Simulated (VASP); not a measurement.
Data:

```
CELL_PARAMETERS angstrom
      0.03476     2.31726     2.31726
      2.35202     0.00000     2.35202
      2.31726     2.31726     0.03476
ATOMIC_POSITIONS crystal
  Hf 0.00000 0.00000 0.00000
  C  0.50000 0.50000 0.50000
```

Computed with r2SCAN meta-GGA, VASP's PBE PAW potentials (set 64) (plane waves; VASP). Settings: 600 eV cut-off, 12×12×12 Γ-centred mesh, first-order Methfessel-Paxton smearing of 0.10 eV, potentials Hf_pv C.

Problem. Give the stress tensor in GPa (positive for a compressed cell).

Solution. 
```
 0.00   0.00  -5.78
 0.00  -0.44   0.00
-5.78   0.00   0.00
```
The pressure is its mean diagonal, -0.15 GPa.

The compound is HfC in the rock salt structure. This cell was strained or had an atom moved on purpose.
